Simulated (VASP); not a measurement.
```xyz
3
Lattice="0.0000 2.9894 2.9894 2.9894 0.0000 2.9894 2.9894 2.9894 0.0000" Properties=species:S:1:pos:R:3 pbc="T T T"
Li     1.4947     1.4947     1.4947
Li     4.4841     4.4841     4.4841
Se     5.9788     2.9894     2.9894
```

Computed with optB86b-vdW, VASP's PBE PAW potentials (set 64) (plane waves; VASP). Run with 520 eV cut-off, Gaussian smearing of 0.050 eV, potentials Li_sv Se.

Problem. Give the energies of bands 4 to 9 at the high-symmetry points, in eV from the valence-band maximum.

Solution. 
| band | Γ | X | U | L | W |
|---|---|---|---|---|---|
| 4 | 0.00 | -2.29 | -2.11 | -2.93 | -1.91 |
| 5 | 0.00 | -1.45 | -2.08 | -0.53 | -1.91 |
| 6 | 0.00 | -1.45 | -1.18 | -0.53 | -1.78 |
| 7 | 3.46 | 2.97 | 4.12 | 5.21 | 5.17 |
| 8 | 5.67 | 6.27 | 7.35 | 5.99 | 6.44 |
| 9 | 5.67 | 10.44 | 8.54 | 5.99 | 8.14 |

The gap is indirect, 2.97 eV, from the valence maximum at Γ to the conduction minimum at X.

The compound is Li2Se in the antifluorite structure. It was relaxed first.
